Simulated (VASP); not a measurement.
Calculation: PBE GGA with D4 dispersion, VASP's PBE PAW potentials (set 64) (plane waves; VASP). For the first row: Settings: 520 eV cut-off, 8×8×8 Γ-centred mesh, Gaussian smearing of 0.050 eV, potentials Al As.

```csv
system,energy (eV/atom)
AlAs (zinc blende),-5.0237
Al (fcc),-4.1026
As (a7),-5.1203
```

The references are the elements' solids at the same level; no temperature or zero-point terms are added.

Problem. What is the formation energy per atom of AlAs?

Solution. The references average (1×(-4.1026) + 1×(-5.1203))/2 = -4.6114 eV, so the formation energy is -5.0237 − (-4.6114) = -0.412 eV/atom. Measured: -0.610 eV/atom at 298 K (as given by Yubo Zhang et al., npj Computational Materials (2018), doi:10.1038/s41524-018-0065-z).
